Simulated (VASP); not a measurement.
Output of a VASP run:

OSZICAR:
```
       N       E                     dE             d eps       ncg     rms          rms(c)
DAV:   1     0.456616441086E+03    0.45662E+03   -0.21548E+04  1920   0.181E+03
DAV:   2    -0.307025114748E+01   -0.45969E+03   -0.45361E+03  2392   0.490E+02
DAV:   3    -0.486797632007E+02   -0.45610E+02   -0.45509E+02  2792   0.147E+02
DAV:   4    -0.506857709245E+02   -0.20060E+01   -0.20049E+01  2776   0.282E+01
DAV:   5    -0.507572553078E+02   -0.71484E-01   -0.71482E-01  2688   0.382E+00    0.239E+01
DAV:   6    -0.401964265288E+02    0.10561E+02   -0.75571E+01  3064   0.785E+01    0.103E+01
DAV:   7    -0.401893654061E+02    0.70611E-02   -0.12919E+01  2512   0.269E+01    0.682E+00
DAV:   8    -0.400036787009E+02    0.18569E+00   -0.10149E+00  2592   0.995E+00    0.291E+00
DAV:   9    -0.400353603598E+02   -0.31682E-01   -0.25928E-01  2640   0.400E+00    0.123E+00
DAV:  10    -0.400224815624E+02    0.12879E-01   -0.98740E-02  2528   0.336E+00    0.376E-01
DAV:  11    -0.400217123461E+02    0.76922E-03   -0.65615E-03  2672   0.627E-01    0.810E-02
DAV:  12    -0.400216574789E+02    0.54867E-04   -0.36680E-04  2336   0.159E-01    0.379E-02
DAV:  13    -0.400216472169E+02    0.10262E-04   -0.20144E-04  2520   0.140E-01    0.153E-02
DAV:  14    -0.400216477703E+02   -0.55335E-06   -0.41521E-05  3000   0.551E-02    0.562E-03
DAV:  15    -0.400216483629E+02   -0.59263E-06   -0.45592E-06  2472   0.152E-02    0.531E-03
DAV:  16    -0.400216481646E+02    0.19829E-06   -0.15865E-06  2472   0.105E-02    0.203E-03
DAV:  17    -0.400216482096E+02   -0.44952E-07   -0.49957E-07  2000   0.619E-03
   1 F= -.41321118E+02 E0= -.41321118E+02  d E =0.000000E+00
```

File OUTCAR:
```
------------------------ aborting loop because EDIFF is reached ----------------------------------------
 Edisp (eV)   -1.29947
  FORCE on cell =-STRESS in cart. coord.  units (eV):
  Direction    XX          YY          ZZ          XY          YZ          ZX
  --------------------------------------------------------------------------------------
  Total       0.04713     0.04713     0.04190     0.00000     0.00000     0.00000
  in kB       1.15527     1.15527     1.02710     0.00000     0.00000     0.00000
  external pressure =        1.11 kB  Pullay stress =        0.00 kB
  volume of cell :       65.36
      direct lattice vectors                 reciprocal lattice vectors
     3.984167848  0.000000000  0.000000000     0.250993442  0.000000000  0.000000000
     0.000000000  3.984167848  0.000000000     0.000000000  0.250993442  0.000000000
     0.000000000  0.000000000  4.117241385     0.000000000  0.000000000  0.242881072
 POSITION                                       TOTAL-FORCE (eV/Angst)
 -----------------------------------------------------------------------------------
      0.00000      0.00000      0.01818         0.000000      0.000000      0.016636
      1.99208      1.99208      2.15466        -0.000000     -0.000000     -0.026227
      1.99208      1.99208      3.98884        -0.000000     -0.000000      0.004548
      0.00000      1.99208      1.99160         0.000000      0.000000      0.002522
      1.99208      0.00000      1.99160        -0.000000      0.000000      0.002522
 -----------------------------------------------------------------------------------
    total drift:                                0.000000      0.000000     -0.000006
  FREE ENERGIE OF THE ION-ELECTRON SYSTEM (eV)
  ---------------------------------------------------
  free  energy   TOTEN  =       -41.3211183932 eV

  energy  without entropy=      -41.3211183932  energy(sigma->0) =      -41.32111839

 total charge

# of ion       s       p       d       tot
------------------------------------------
    1        2.007   5.649   0.319   7.975
    2        2.217   6.267   1.757  10.242
    3        1.569   3.462   0.000   5.032
    4        1.563   3.466   0.000   5.029
    5        1.563   3.466   0.000   5.029
--------------------------------------------------
tot          8.919  22.312   2.076  33.308

 Electric field gradients after diagonalization (V/A^2)
 (convention: |V_zz| > |V_xx| > |V_yy|)
----------------------------------------------------------------------
 ion       V_xx      V_yy      V_zz     asymmetry (V_yy - V_xx)/ V_zz
----------------------------------------------------------------------
   1       3.594     3.594    -7.188       0.000
   2      -7.237    -7.237    14.474       0.000
   3      -7.791    -7.791    15.581       0.000
   4     -16.080   -10.064    26.144       0.230
   5     -16.080   -10.064    26.144       0.230
```
(Selected blocks of OUTCAR.)

POSCAR:
```
BaTiO3
1
    3.9841678477     0.0000000000     0.0000000000
    0.0000000000     3.9841678477     0.0000000000
    0.0000000000     0.0000000000     4.1172413848
Ba Ti O
1 1 3
Direct
  0.0000000000   0.0000000000   0.0044150952
  0.5000000000   0.5000000000   0.5233266376
  0.5000000000   0.5000000000   0.9688142417
  1.0000000000   0.5000000000   0.4837220127
  0.5000000000   0.0000000000   0.4837220127
```

Q: Write an INCAR and KPOINTS that could have produced this output.

A: Several could match; the one computed here: the input of the run itself, PBE GGA with D3 dispersion (Becke-Johnson damping), plane waves, VASP's PBE PAW potentials (set 64).

### INCAR
```
SYSTEM = BaTiO3
PREC = Accurate
ENCUT = 520
EDIFF = 1E-7
NELM = 100
ALGO = Normal
LREAL = .FALSE.
LASPH = .TRUE.
ISMEAR = -5
GGA = PE
IVDW = 12
LMAXMIX = 4
LWAVE = .FALSE.
LCHARG = .TRUE.
LORBIT = 11
NEDOS = 601
ISIF = 2
LEFG = .TRUE.
```

File KPOINTS:
```
Automatic mesh
0
Gamma
6 6 6
0 0 0
```

POTCAR, in this order: Ba_sv Ti_sv O (PBE.64 set). Program: vasp_std.

The compound is BaTiO3 in the tetragonal perovskite structure. It was relaxed first.
